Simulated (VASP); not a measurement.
Data:

```
W16Si
1.0
    6.34490     0.00000     0.00000
    3.17245     4.48652     0.00000
    0.00000     0.00000    20.78494
W Si
16 1
Direct
  0.75035   0.49970   0.34143
  0.24995   0.49970   0.34143
  0.75004   0.99992   0.34182
  0.24975   0.00051   0.34162
  0.00116   0.99975   0.44515
  0.49910   0.99975   0.44515
  0.00079   0.49842   0.44569
  0.49898   0.50205   0.44521
  0.74751   0.50500   0.55287
  0.24749   0.50500   0.55287
  0.75006   0.99988   0.55226
  0.24752   0.00497   0.55253
  0.98604   0.00902   0.65828
  0.50493   0.00902   0.65828
  0.99821   0.50359   0.65943
  0.48791   0.52418   0.65981
  0.21772   0.06456   0.74715
```

Level of theory: PBE GGA, VASP's PBE PAW potentials (set 64) (plane waves; VASP). Settings: PREC = Normal, EDIFF = 1E-5, 400 eV cut-off, 5×6×1 Γ-centred mesh, first-order Methfessel-Paxton smearing of 0.10 eV, potentials W Si.

The ions are relaxed. Predict the relaxed structure.

```
W16Si
1.0
    6.34490     0.00000     0.00000
    3.17245     4.48652     0.00000
    0.00000     0.00000    20.78494
W Si
16 1
Cartesian
  6.34473   2.27249   7.09235
  3.17262   2.27249   7.09235
  4.75867   0.02954   7.10014
  1.58622   0.02914   7.09417
  6.34659   0.03116   9.25254
  3.17076   0.03116   9.25254
  7.93112   2.26973   9.25643
  4.75867   2.27911   9.25628
  6.34519   2.27782  11.51681
  3.17216   2.27782  11.51681
  4.75867   0.03471  11.47876
  1.58622   0.03471  11.50536
  6.27189   0.03688  13.67413
  3.24546   0.03688  13.67413
  1.58622   2.23547  13.72269
  4.75867   2.32426  13.72307
  1.58622   0.03350  15.47273
```

How much energy does the relaxation gain?

The energy (σ→0) changes by -5.6 meV/atom, in 16 ionic steps.

The cell is a thin slab with vacuum, built from W (bcc): (110) face, Si adsorbed.
